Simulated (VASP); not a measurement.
Method: PBE GGA, VASP's PBE PAW potentials (set 64) (plane waves; VASP).

VASP input:

### POSCAR
```
NbAs
1
   -1.7332700000     1.7332700000     5.9050300000
    1.7332700000    -1.7332700000     5.9050300000
    1.7332700000     1.7332700000    -5.9050300000
Nb As
2 2
Direct
  0.7497200000   0.7497200000   0.0000000000
  0.4997200000   0.9997200000   0.5000000000
  0.1672800000   0.1672800000   0.0000000000
  0.9172800000   0.4172800000   0.5000000000
```

INCAR:
```
SYSTEM = NbAs
PREC = Accurate
ENCUT = 300
EDIFF = 1E-6
NELM = 100
ALGO = Normal
LREAL = .FALSE.
LASPH = .TRUE.
ISMEAR = -1
SIGMA = 0.05
GGA = PE
LMAXMIX = 4
LWAVE = .FALSE.
LCHARG = .FALSE.
ISIF = 2
```

### KPOINTS
```
Regular mesh
0
G
 8 8 8
0 0 0
```

POTCAR, in this order: Nb_sv As (PBE.64 set). Program: vasp_std.

The run wrote:

**OSZICAR**
```
       N       E                     dE             d eps       ncg     rms          rms(c)
DAV:   1     0.232799222726E+03    0.23280E+03   -0.14952E+04  2788   0.108E+03
DAV:   2    -0.122948708266E+02   -0.24509E+03   -0.24105E+03  3258   0.411E+02
DAV:   3    -0.334007509990E+02   -0.21106E+02   -0.20891E+02  4794   0.864E+01
DAV:   4    -0.344677851187E+02   -0.10670E+01   -0.10648E+01  3752   0.186E+01
DAV:   5    -0.345115325875E+02   -0.43747E-01   -0.43720E-01  4266   0.369E+00    0.112E+01
DAV:   6    -0.325342729360E+02    0.19773E+01   -0.10818E+01  3800   0.199E+01    0.318E+00
DAV:   7    -0.325304626616E+02    0.38103E-02   -0.44545E-01  4170   0.358E+00    0.198E+00
DAV:   8    -0.325198674750E+02    0.10595E-01   -0.55635E-02  3564   0.145E+00    0.369E-01
DAV:   9    -0.325196799643E+02    0.18751E-03   -0.70367E-03  4098   0.571E-01    0.209E-01
DAV:  10    -0.325197912253E+02   -0.11126E-03   -0.57129E-04  3350   0.234E-01    0.213E-02
DAV:  11    -0.325197745912E+02    0.16634E-04   -0.12453E-04  4720   0.597E-02    0.130E-02
DAV:  12    -0.325197694958E+02    0.50955E-05   -0.79567E-06  3434   0.263E-02    0.461E-03
DAV:  13    -0.325197690112E+02    0.48455E-06   -0.34384E-07  2354   0.443E-03
   1 F= -.32519769E+02 E0= -.32515366E+02  d E =-.880505E-02
```

### OUTCAR
```
------------------------ aborting loop because EDIFF is reached ----------------------------------------
  FORCE on cell =-STRESS in cart. coord.  units (eV):
  Direction    XX          YY          ZZ          XY          YZ          ZX
  --------------------------------------------------------------------------------------
  Total       -0.0910848     -0.0910848     -0.3615086      0.0000000      0.0000000      0.0000000
  in kB       -2.0565622     -2.0565622     -8.1623389      0.0000000      0.0000000      0.0000000
  external PRESSURE =      -4.0918211 kB  Pullay stress =       0.0000000 kB
  volume of cell :       70.96
      direct lattice vectors                 reciprocal lattice vectors
    -1.733270000  1.733270000  5.905030000     0.000000000  0.288472079  0.084673575
     1.733270000 -1.733270000  5.905030000     0.288472079  0.000000000  0.084673575
     1.733270000  1.733270000 -5.905030000     0.288472079  0.288472079  0.000000000
 POSITION                                       TOTAL-FORCE (eV/Angst)
 -----------------------------------------------------------------------------------
      0.00000      0.00000      8.85424        -0.000000     -0.000000     -0.038494
      1.73327      0.00000      5.90172        -0.000000     -0.000000     -0.038494
      0.00000      0.00000      1.97559        -0.000000      0.000000      0.038494
      0.00000      1.73327      4.92810         0.000000     -0.000000      0.038494
 -----------------------------------------------------------------------------------
    total drift:                               -0.000001     -0.000001      0.000818
  FREE ENERGIE OF THE ION-ELECTRON SYSTEM (eV)
  ---------------------------------------------------
  free  energy   TOTEN  =       -32.5197690112 eV

  energy  without entropy=      -32.5109639612  energy(sigma->0) =      -32.51536649
```
(Selected blocks of OUTCAR.)

At this cut-off the stress carries a Pulay error, which pulls relaxed volumes low.

The structure comes from a computed database's NbAs entry (I4_1md); how it stands against other phases isn't given here. The cell was not relaxed at this level. The k-mesh is coarse (spacing up to 0.32 per Å, 2π included), so the numbers may not be converged in it.
